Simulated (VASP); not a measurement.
Data:

```
Ni3Sn
1.0
    0.00000     2.84085     2.84085
    2.84085     0.00000     2.84085
    2.84085     2.84085     0.00000
Ni Sn
3 1
Direct
  0.50000   0.50000   0.50000
  0.25000   0.25000   0.25000
  0.75000   0.75000   0.75000
  0.00000   0.00000   0.00000
```

These are PBEsol GGA, VASP's PBE PAW potentials (set 64) (plane waves; VASP 6.6.1) values and carry that method's errors. Settings: 480 eV cut-off, 8×8×8 Γ-centred mesh, first-order Methfessel-Paxton smearing of 0.10 eV, potentials Ni Sn_d.

Unless said otherwise, spin-orbit coupling is left out, though it shifts the bands of the heavy elements here.

### Question
Estimate the energy per atom (σ→0), pressure, band gap (on the k-mesh) with the smallest direct gap where there is one.

### Answer

```json
{
 "band gap (on the k-mesh)": "none (metal, semimetal or under 0.01 eV)",
 "energy per atom (σ→0)": "-5.779 eV/atom",
 "pressure": "20.05 GPa"
}
```

The absolute energy has meaning only against runs of the same code, potentials and settings.

The structure comes from a computed database's Ni3Sn entry (Fm-3m); how it stands against other phases isn't given here. It was relaxed first under an external pressure of 20 GPa. The run is not spin-polarised, so no magnetic state was tried.
